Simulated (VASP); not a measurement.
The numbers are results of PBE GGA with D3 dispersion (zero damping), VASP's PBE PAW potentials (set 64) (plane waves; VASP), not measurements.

VASP ran on this input.

### POSCAR
```
ZnS
1
    0.0000000000     2.6923578886     2.6923578886
    2.6923578886     0.0000000000     2.6923578886
    2.6923578886     2.6923578886    -0.0000000000
Zn S
1 1
Direct
  0.0000000000   0.0000000000   0.0000000000
  0.2500000000   0.2500000000   0.2500000000
```

**INCAR**
```
SYSTEM = ZnS
PREC = Accurate; ENCUT = 520; LREAL = .FALSE.
LASPH = .TRUE.
EDIFF = 1E-7; NELM = 100; ALGO = Normal
LMAXMIX = 4
ISMEAR = -5
GGA = PE; IVDW = 11
ISIF = 2
LWAVE = .FALSE.; LCHARG = .TRUE.; LORBIT = 11
NEDOS = 601
```

### KPOINTS
```
Automatic mesh
0
Gamma
10 10 10
0 0 0
```

POTCAR, in this order: Zn S (PBE.64 set). Program: vasp_std.

Output of the run:

### OSZICAR
```
       N       E                     dE             d eps       ncg     rms          rms(c)
DAV:   1     0.898413114029E+02    0.89841E+02   -0.91255E+03  1230   0.163E+03
DAV:   2    -0.913078912817E+00   -0.90754E+02   -0.87210E+02  1297   0.288E+02
DAV:   3    -0.718644107203E+01   -0.62734E+01   -0.62388E+01  1492   0.756E+01
DAV:   4    -0.726797297829E+01   -0.81532E-01   -0.81499E-01  1367   0.912E+00
DAV:   5    -0.726918050036E+01   -0.12075E-02   -0.12075E-02  1512   0.112E+00    0.724E+00
DAV:   6    -0.685762005542E+01    0.41156E+00   -0.95931E-01  1798   0.371E+01    0.557E+00
DAV:   7    -0.684165431579E+01    0.15966E-01   -0.35365E-01  1297   0.585E+00    0.278E+00
DAV:   8    -0.684111281258E+01    0.54150E-03   -0.55992E-03  1417   0.749E-01    0.816E-01
DAV:   9    -0.684138176057E+01   -0.26895E-03   -0.11891E-03  1395   0.324E-01    0.120E-01
DAV:  10    -0.684152208712E+01   -0.14033E-03   -0.13017E-04  1372   0.124E-01    0.579E-02
DAV:  11    -0.684154188417E+01   -0.19797E-04   -0.30009E-05  1357   0.700E-02    0.647E-03
DAV:  12    -0.684154280562E+01   -0.92146E-06   -0.30170E-06  1470   0.196E-02    0.367E-03
DAV:  13    -0.684154262742E+01    0.17820E-06   -0.34739E-07  1400   0.119E-02    0.805E-04
DAV:  14    -0.684154259795E+01    0.29471E-07   -0.87359E-08   938   0.265E-03
   1 F= -.73843958E+01 E0= -.73843958E+01  d E =0.000000E+00
```

### OUTCAR
```
------------------------ aborting loop because EDIFF is reached ----------------------------------------
 Edisp (eV)   -0.54285
  FORCE on cell =-STRESS in cart. coord.  units (eV):
  Direction    XX          YY          ZZ          XY          YZ          ZX
  --------------------------------------------------------------------------------------
  Total       0.00083     0.00083     0.00083    -0.00000    -0.00000     0.00000
  in kB       0.03387     0.03387     0.03387    -0.00000    -0.00000     0.00000
  external pressure =        0.03 kB  Pullay stress =        0.00 kB
  volume of cell :       39.03
      direct lattice vectors                 reciprocal lattice vectors
     0.000000000  2.692357889  2.692357889    -0.185710823  0.185710823  0.185710823
     2.692357889  0.000000000  2.692357889     0.185710823 -0.185710823  0.185710823
     2.692357889  2.692357889  0.000000000     0.185710823  0.185710823 -0.185710823
  FREE ENERGIE OF THE ION-ELECTRON SYSTEM (eV)
  ---------------------------------------------------
  free  energy   TOTEN  =        -7.3843957954 eV

  energy  without entropy=       -7.3843957954  energy(sigma->0) =       -7.38439580

 total charge

# of ion       s       p       d       tot
------------------------------------------
    1        0.523   0.485   9.801  10.809
    2        1.315   2.443   0.000   3.757
--------------------------------------------------
tot          1.837   2.928   9.801  14.566
```
(Selected blocks of OUTCAR.)

**OUTCAR**
```
 val. band max:        2.2071131488   @ k =   0.0000   0.0000   0.0000

 cond. band min:       4.3691101894   @ k =   0.0000   0.0000   0.0000


 Fermi energy:         2.2090744291

 k-point     1 :       0.0000    0.0000    0.0000
  band No.  band energies     occupation
      1     -11.0085      2.00000
      2      -4.1746      2.00000
      3      -4.1746      2.00000
      4      -4.1746      2.00000
      5      -3.6635      2.00000
      6      -3.6635      2.00000
      7       2.2071      2.00000
      8       2.2071      2.00000
      9       2.2071      2.00000
     10       4.3691      0.00000
     11       8.5964      0.00000
     12       8.5964      0.00000
     13       8.5964      0.00000

 k-point     2 :       0.1000    0.0000    0.0000
  band No.  band energies     occupation
      1     -10.9315      2.00000
      2      -4.1753      2.00000
      3      -4.1605      2.00000
      4      -4.1605      2.00000
      5      -3.6648      2.00000
      6      -3.6648      2.00000
      7       1.4129      2.00000
      8       2.1080      2.00000
      9       2.1080      2.00000
     10       4.9788      0.00000
     11       8.5126      0.00000
     12       8.7696      0.00000
     13       8.7696      0.00000

 k-point     3 :       0.2000    0.0000    0.0000
  band No.  band energies     occupation
      1     -10.7190      2.00000
      2      -4.1590      2.00000
      3      -4.1256      2.00000
      4      -4.1256      2.00000
      5      -3.6648      2.00000
      6      -3.6648      2.00000
      7       0.0428      2.00000
      8       1.8676      2.00000
      9       1.8676      2.00000
     10       5.6231      0.00000
     11       8.7633      0.00000
     12       9.1136      0.00000
     13       9.1136      0.00000

 k-point     4 :       0.3000    0.0000    0.0000
  band No.  band energies     occupation
      1     -10.4299      2.00000
      2      -4.0883      2.00000
      3      -4.0883      2.00000
...
```

The compound is ZnS in the zinc blende structure. It was relaxed first.
